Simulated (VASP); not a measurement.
Elastic constants (GPa) of a crystal from PBE GGA, VASP's PBE PAW potentials (set 64) run with VASP 6.6.1:

|  | xx | yy | zz | yz | xz | xy |
|---|---|---|---|---|---|---|
| xx | 102.2 | 41.0 | 25.5 | 0.0 | 0.0 | 0.0 |
| yy | 41.0 | 102.2 | 25.5 | 0.0 | 0.0 | 0.0 |
| zz | 25.5 | 25.5 | 109.5 | 0.0 | 0.0 | 0.0 |
| yz | 0.0 | 0.0 | 0.0 | 28.2 | 0.0 | 0.0 |
| xz | 0.0 | 0.0 | 0.0 | 0.0 | 28.2 | 0.0 |
| xy | 0.0 | 0.0 | 0.0 | 0.0 | 0.0 | 30.6 |

Finite-difference elastic constants of metals are sensitive to mesh and smearing; shear constants can be off by tens of GPa.

Task: Work out the Voigt, Reuss and Hill moduli, Young's modulus and Poisson's ratio.

Result: All eigenvalues are positive (smallest 28.2 GPa), so the crystal is stable. K_V = (C11+C22+C33+2(C12+C13+C23))/9 = (313.9 + 2×92.0)/9 = 55.3 GPa; G_V = (313.9 − 92.0 + 3×87.0)/15 = 32.2 GPa. From the compliances, K_R = 55.3 GPa and G_R = 31.4 GPa. Hill: K = 55.3 GPa, G = 31.8 GPa, E = 9KG/(3K+G) = 80.0 GPa, ν = (3K−2G)/(2(3K+G)) = 0.259. K/G = 1.74, below Pugh's 1.75; universal anisotropy A^U = 0.13.

Task: With a density of 3.04 g/cm³, what are the mean sound speeds?

Result: v_l = √((K+4G/3)/ρ) = 5.67 km/s and v_t = √(G/ρ) = 3.24 km/s. The crystal is Sc (hcp), hexagonal.

The compound is Sc in the hcp structure. It was relaxed first.
